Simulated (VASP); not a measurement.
CdZn3Te4 (ordered alloy cell): computed properties

Method: PBEsol GGA, VASP's PBE PAW potentials (set 64) (plane waves; VASP).

```yaml
space_group: P-43m (215)
cell: a = 6.1662 Å, b = 6.1662 Å, c = 6.1662 Å, α = 90.00°, β = 90.00°, γ = 90.00°
volume_per_atom: 29.31 Å^3/atom
band gap (over mesh and band path): 1.03 eV
smallest direct gap (over mesh and band path): 1.03 eV
band_edge_character: direct, Γ to Γ
density: 5.80 g/cm³
```

```cif
data_CdTe4Zn3
_chemical_formula_sum 'Zn3 Te4 Cd1'
_space_group_name_H-M_alt 'P 1'
_space_group_IT_number 1
_cell_length_a 6.16622
_cell_length_b 6.16622
_cell_length_c 6.16622
_cell_angle_alpha 90.000
_cell_angle_beta 90.000
_cell_angle_gamma 90.000
loop_
_space_group_symop_operation_xyz
  'x, y, z'
loop_
_atom_site_label
_atom_site_type_symbol
_atom_site_fract_x
_atom_site_fract_y
_atom_site_fract_z
_atom_site_occupancy
Zn1 Zn 0.00000 0.00000 0.00000 1
Zn2 Zn 0.50000 0.50000 0.00000 1
Zn3 Zn 0.50000 0.00000 0.50000 1
Te1 Te 0.25967 0.24033 0.24033 1
Te2 Te 0.74033 0.75967 0.24033 1
Te3 Te 0.74033 0.24033 0.75967 1
Te4 Te 0.25967 0.75967 0.75967 1
Cd1 Cd 0.00000 0.50000 0.50000 1
```

Unless said otherwise, spin-orbit coupling is left out, though it shifts the bands of the heavy elements here.

The structure was generated: CdZn3Te4 was put into an ordered model structure (P-43m), which need not be its known phase. It was relaxed first. Symmetry was kept, so distortions that lower it aren't found.
